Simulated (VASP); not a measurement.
Here is the system:

```yaml
crystal:
  lattice:
    - [-2.08279, 2.08279, 2.08279]
    - [2.08279, -2.08279, 2.08279]
    - [2.08279, 2.08279, -2.08279]
  atoms:
    - { symbol: Na, position: [0.00000, 0.00000, 0.00000] }
```

Method: PBEsol GGA, VASP's PBE PAW potentials (set 64) (plane waves; VASP 6.6.1). Run with 480 eV cut-off, 11×11×11 Γ-centred mesh, first-order Methfessel-Paxton smearing of 0.10 eV, potentials Na_pv.

### Question
What does the run give for the energy per atom (σ→0), band gap (on the k-mesh) with the smallest direct gap where there is one?

### Answer

- band gap (on the k-mesh) = none (metal, semimetal or under 0.01 eV)
- energy per atom (σ→0) = -1402 meV/atom

The absolute energy has meaning only against runs of the same code, potentials and settings.

The compound is Na in the bcc structure. It was relaxed first, which changed the volume by -7 %. The start is the result of an earlier pass.
